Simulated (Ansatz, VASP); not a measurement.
## Two plane-wave programs on MoW2

```xyz
3
Lattice="4.6208 0.0000 0.0000 -2.3104 4.0018 0.0000 0.0000 0.0000 2.6839" Properties=species:S:1:pos:R:3 pbc="T T T"
Mo    0.0000    0.0000    0.0000
W     0.0000    2.6678    1.3420
W     2.3104    1.3339    1.3420
```

Change from the starting cell: species swapped into the YSi2 type (P6/mmm, No. 191).

Alike in both runs: functional PBE; k mesh 6 × 6 × 4; occupations gaussian, width 0.1 eV; no spin polarisation.

Ansatz relaxed the structure, and its values are those at the end. VASP's run is a single point on that final structure, the one shown.

|  | VASP | Ansatz |
| --- | --- | --- |
| version | VASP 6.6.1 | Ansatz 0.2.0 |
| potentials or method | VASP PAW PBE potentials, release 64 (Mo_sv, W_sv) | scalar-relativistic, plane waves, PAW |
| plane-wave cutoff (eV) | 520 | 420 |
| valence electrons in the cell | 42 | 42 |

Ansatz gave:

```
gap on the k mesh at the Fermi level (eV) : none
pressure (GPa)                            : 0.0
```

Task: What did VASP give for the same quantities?

Result: gap on the k mesh at the Fermi level (eV): none; pressure (GPa): 0.5.

A gap of «none» marks a metal or a gap that the smearing closes.

Caveats: the k mesh is coarse (spacing up to 0.59 Å⁻¹), so the values aren't converged. The runs have no spin-orbit coupling, so splittings on W are missing.
